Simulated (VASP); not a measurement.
Output of a VASP run:

### OSZICAR
```
...
DAV:   6    -0.505522594083E+02    0.46722E-05   -0.47509E-05  1184   0.397E-02    0.158E-02
DAV:   7    -0.505522584878E+02    0.92053E-06   -0.70868E-06  1049   0.139E-02
   9 F= -.50552258E+02 E0= -.50552258E+02  d E =-.296735E-02
       N       E                     dE             d eps       ncg     rms          rms(c)
DAV:   1    -0.505785047543E+02   -0.26245E-01   -0.19754E+00   999   0.830E+00    0.149E+00
DAV:   2    -0.505574293518E+02    0.21075E-01   -0.20860E-01  1100   0.292E+00    0.884E-01
DAV:   3    -0.505547760480E+02    0.26533E-02   -0.94717E-03  1166   0.554E-01    0.454E-01
DAV:   4    -0.505531191008E+02    0.16569E-02   -0.41589E-03  1149   0.273E-01    0.231E-01
DAV:   5    -0.505528499245E+02    0.26918E-03   -0.99708E-04  1129   0.194E-01    0.137E-01
DAV:   6    -0.505528422314E+02    0.76930E-05   -0.18666E-04  1163   0.787E-02    0.327E-02
DAV:   7    -0.505528390369E+02    0.31945E-05   -0.29663E-05  1199   0.283E-02    0.106E-02
DAV:   8    -0.505528388374E+02    0.19950E-06   -0.15738E-06   802   0.795E-03
  10 F= -.50552839E+02 E0= -.50552839E+02  d E =-.354770E-02
       N       E                     dE             d eps       ncg     rms          rms(c)
DAV:   1    -0.505548380004E+02   -0.19990E-02   -0.14408E-01   999   0.222E+00    0.371E-01
DAV:   2    -0.505532703299E+02    0.15677E-02   -0.14962E-02  1100   0.776E-01    0.232E-01
DAV:   3    -0.505530820862E+02    0.18824E-03   -0.65290E-04  1160   0.146E-01    0.116E-01
DAV:   4    -0.505529643595E+02    0.11773E-03   -0.29018E-04  1142   0.726E-02    0.588E-02
DAV:   5    -0.505529471370E+02    0.17222E-04   -0.67243E-05  1122   0.514E-02    0.364E-02
DAV:   6    -0.505529486947E+02   -0.15577E-05   -0.13404E-05  1064   0.212E-02    0.826E-03
DAV:   7    -0.505529488045E+02   -0.10982E-06   -0.18116E-06   668   0.817E-03
  11 F= -.50552949E+02 E0= -.50552949E+02  d E =-.365767E-02
       N       E                     dE             d eps       ncg     rms          rms(c)
DAV:   1    -0.505539608303E+02   -0.10121E-02   -0.33576E-02  1000   0.124E+00    0.222E-01
DAV:   2    -0.505532853038E+02    0.67553E-03   -0.49595E-03  1137   0.455E-01    0.138E-01
DAV:   3    -0.505531959579E+02    0.89346E-04   -0.24343E-04  1168   0.869E-02    0.584E-02
DAV:   4    -0.505531462168E+02    0.49741E-04   -0.14444E-04  1142   0.517E-02    0.238E-02
DAV:   5    -0.505531401424E+02    0.60743E-05   -0.17228E-05  1237   0.263E-02    0.170E-02
DAV:   6    -0.505531388251E+02    0.13174E-05   -0.33015E-06   953   0.103E-02    0.421E-03
DAV:   7    -0.505531385580E+02    0.26709E-06   -0.53587E-07   552   0.452E-03
  12 F= -.50553139E+02 E0= -.50553139E+02  d E =-.189753E-03
       N       E                     dE             d eps       ncg     rms          rms(c)
DAV:   1    -0.505608459964E+02   -0.77072E-02   -0.30110E-01  1000   0.370E+00    0.672E-01
DAV:   2    -0.505547710078E+02    0.60750E-02   -0.44668E-02  1136   0.137E+00    0.413E-01
DAV:   3    -0.505539622306E+02    0.80878E-03   -0.22143E-03  1182   0.262E-01    0.174E-01
DAV:   4    -0.505535137487E+02    0.44848E-03   -0.13048E-03  1134   0.155E-01    0.716E-02
DAV:   5    -0.505534644317E+02    0.49317E-04   -0.15538E-04  1238   0.788E-02    0.512E-02
DAV:   6    -0.505534605017E+02    0.39300E-05   -0.29862E-05  1126   0.307E-02    0.125E-02
DAV:   7    -0.505534595170E+02    0.98470E-06   -0.51227E-06  1019   0.117E-02
  13 F= -.50553460E+02 E0= -.50553460E+02  d E =-.510712E-03
```

### OUTCAR
```
------------------------ aborting loop because EDIFF is reached ----------------------------------------
  FORCE on cell =-STRESS in cart. coord.  units (eV):
  Direction    XX          YY          ZZ          XY          YZ          ZX
  --------------------------------------------------------------------------------------
  Total       -0.0436272     -0.0436272      0.0526501      0.0000000     -0.0000000     -0.0000000
  in kB       -0.6447566     -0.6447566      0.7781040      0.0000000     -0.0000000     -0.0000000
  external PRESSURE =      -0.1704697 kB  Pullay stress =       0.0000000 kB
  volume of cell :      108.41
      direct lattice vectors                 reciprocal lattice vectors
     3.147557439  0.000000000  0.000000000     0.317706672  0.183428034  0.000000000
    -1.573778720  2.725864680 -0.000000000    -0.000000000  0.366856069  0.000000000
    -0.000000000 -0.000000000 12.635542546    -0.000000000 -0.000000000  0.079141833
 POSITION                                       TOTAL-FORCE (eV/Angst)
 -----------------------------------------------------------------------------------
      1.57378      0.90862      9.47666        -0.000000     -0.000000      0.000000
     -0.00000      1.81724      3.15889         0.000000      0.000000      0.000000
      1.57378      0.90862      4.72643         0.000000     -0.000000      0.006444
     -0.00000      1.81724     11.04420        -0.000000     -0.000000      0.006444
     -0.00000      1.81724      7.90912         0.000000      0.000000     -0.006444
      1.57378      0.90862      1.59134         0.000000      0.000000     -0.006444
 -----------------------------------------------------------------------------------
    total drift:                               -0.000919      0.000709     -0.000035
  FREE ENERGIE OF THE ION-ELECTRON SYSTEM (eV)
  ---------------------------------------------------
  free  energy   TOTEN  =       -50.5534595170 eV

  energy  without entropy=      -50.5534595170  energy(sigma->0) =      -50.55345952

 reached required accuracy - stopping structural energy minimisation
```
(Selected blocks of OUTCAR.)

**POSCAR**
```
WS2
1
    3.1456914418     0.0000000000    -0.0000000000
   -1.5728457209     2.7242486792     0.0000000000
   -0.0000000000    -0.0000000000    12.3155605594
W S
2 4
Direct
  0.6666670000   0.3333330000   0.7500000000
  0.3333330000   0.6666670000   0.2500000000
  0.6666670000   0.3333330000   0.3774566432
  0.3333330000   0.6666670000   0.8774566432
  0.3333330000   0.6666670000   0.6225433568
  0.6666670000   0.3333330000   0.1225433568
```

Problem. Reconstruct the remaining input files.

Solution. This is not unique; one that fits is the input of the run itself, PBEsol GGA, plane waves, VASP's PBE PAW potentials (set 64).

INCAR:
```
ALGO = Normal
EDIFF = 1E-6
EDIFFG = -0.02
ENCUT = 480
GGA = PS
IBRION = 2
ISIF = 3
ISMEAR = 0
LASPH = .True.
LCHARG = .False.
LMAXMIX = 6
LREAL = .False.
LWAVE = .False.
NELM = 100
NSW = 60
PREC = Accurate
SIGMA = 0.05
SYSTEM = WS2
```

File KPOINTS:
```
Automatic mesh
0
Gamma
7 7 2
0 0 0
```

POTCAR, in this order: W_sv S (PBE.64 set). Program: vasp_std.

Energy and stress use the plane-wave basis of the starting cell. Without a dispersion term in the relaxation, distances and binding between the weakly bound layers, chains or molecules are unreliable, and so is what depends on them.

The compound is WS2 in the 2H layered structure. This run relaxes it. Symmetry was kept, so distortions that lower it aren't found. The start is the result of an earlier pass.
